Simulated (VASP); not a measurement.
Input of a VASP 6.6.1 run:

Contents of INCAR:

```
SYSTEM = AlN
ALGO = Fast ; EDIFF = 1E-7
EDIFFG = -0.002 ; ENCUT = 520
GGA = PE ; IBRION = 2
ISIF = 3 ; ISMEAR = 0
LASPH = .TRUE. ; LCHARG = .FALSE.
LREAL = .FALSE. ; LWAVE = .FALSE.
NELM = 60 ; NSW = 80
PREC = Accurate ; SIGMA = 0.02
```

Contents of KPOINTS:

```
k-points
0
G
  12 12 6
  0 0 0
```

Contents of POSCAR:

```
AlN
1.0
    3.1130000000      0.0000000000      0.0000000000
   -1.5565000000      2.6959370800      0.0000000000
    0.0000000000      0.0000000000      4.9810000000
Al N
2 2
Direct
    0.3333333300      0.6666666700      0.0000000000
    0.6666666700      0.3333333300      0.5000000000
    0.3333333300      0.6666666700      0.3800000000
    0.6666666700      0.3333333300      0.8800000000
```

Potentials or basis: VASP PAW PBE potentials, release 64 (Al, N).

Launch:

```console
$ cat potpaw_PBE.64/Al/POTCAR potpaw_PBE.64/N/POTCAR > POTCAR
$ mpirun -np 1 vasp_std > vasp.out
```

(1) Predict the relaxed volume.

(2) What does it give for the space group after relaxing (to 0.05 Å)?

(3) What does it give for the band gap on the k mesh?

(4) Estimate the relaxed cell.

Answers

(1) 10.63 Å³/atom.

(2) P6_3mc (No. 186).

(3) 4.06 eV, direct.

(4) a = 3.129 Å, b = 3.129 Å, c = 5.016 Å, α = 90.00°, β = 90.00°, γ = 120.00°.
